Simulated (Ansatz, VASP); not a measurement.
# Two plane-wave programs on SnIr3

File INCAR:

```
  PREC = Accurate
  ENCUT = 600
  EDIFF = 1E-6
  ISMEAR = 0
  SIGMA = 0.1
  LREAL = F
  LASPH = T
  NELM = 100
  ALGO = Normal
  ISIF = 3
  LWAVE = F
  LCHARG = F
  GGA = PE
  IBRION = 2
  NSW = 90
  EDIFFG = -0.04
```

The input KPOINTS:

```
regular mesh
0
Gamma
  6 6 2
```

Contents of POSCAR:

```
SnIr3
1.0
    3.1043149600      0.0000000000      0.0000000000
    0.0000000000      3.1043149600      0.0000000000
    0.0000000000      0.0000000000      7.7421947400
Sn Ir
1 3
Direct
    0.0000000000      0.0000000000      0.0000000000
    0.0000000000      0.5000000000      0.7723862200
    0.5000000000      0.0000000000      0.2276137800
    0.0000000000      0.0000000000      0.5000000000
```

Input for Ansatz:

```yaml
crystal:
  lattice:
    - [3.10431496, 0.0, 0.0]
    - [0.0, 3.10431496, 0.0]
    - [0.0, 0.0, 7.74219474]
  atoms:
    - { symbol: Sn, position: [0.0, 0.0, 0.0] }
    - { symbol: Ir, position: [0.0, 0.5, 0.77238622] }
    - { symbol: Ir, position: [0.5, 0.0, 0.22761378] }
    - { symbol: Ir, position: [0.0, 0.0, 0.5] }
basis:
  ecutwfc: 420
kpoints:
  mp_grid: { grid: [6, 6, 2] }
hamiltonian:
  xc: pbe
scf:
  occupations: { method: gaussian, width: 0.1 }
  lower_state_search: "off"
output:
  forces: true
  stress: true
  eigenvalues: true
relax:
  adjacent_minimum: "off"
  f_tol: 0.04
  max_steps: 70
  cell: { stress_tol: 0.4 }
```

Alike in both runs: task relaxation of cell and atoms; functional PBE; k mesh 6 × 6 × 2; occupations gaussian, width 0.1 eV; no spin polarisation.

|  | VASP | Ansatz |
| --- | --- | --- |
| version | VASP 6.6.1 | Ansatz 0.2.0 |
| potentials or method | VASP PAW PBE potentials, release 64 (Sn_d, Ir) | scalar-relativistic, plane waves, PAW |
| plane-wave cutoff (eV) | 600 | 420 |
| valence electrons in the cell | 41 | 65 |

```tsv
	VASP	Ansatz	Ansatz less VASP
gap on the k mesh at the Fermi level, each at its own relaxed structure (eV)	none	none	-
relaxed volume (Å³/atom)	17.84	17.84	+0.002
relaxed cell length with the largest relative difference (Å)	2.825	2.825	+0.0002
energy change over the relaxation (meV/atom)	-911	-911	+0.6
```

A gap of «none» marks a metal or a gap that the smearing closes. The two sets of potentials don't hold the same shells in valence.

Caveats: the k mesh is coarse (spacing up to 0.41 Å⁻¹), so the values aren't converged. Spin-orbit coupling is left out, which matters for the levels of Ir.
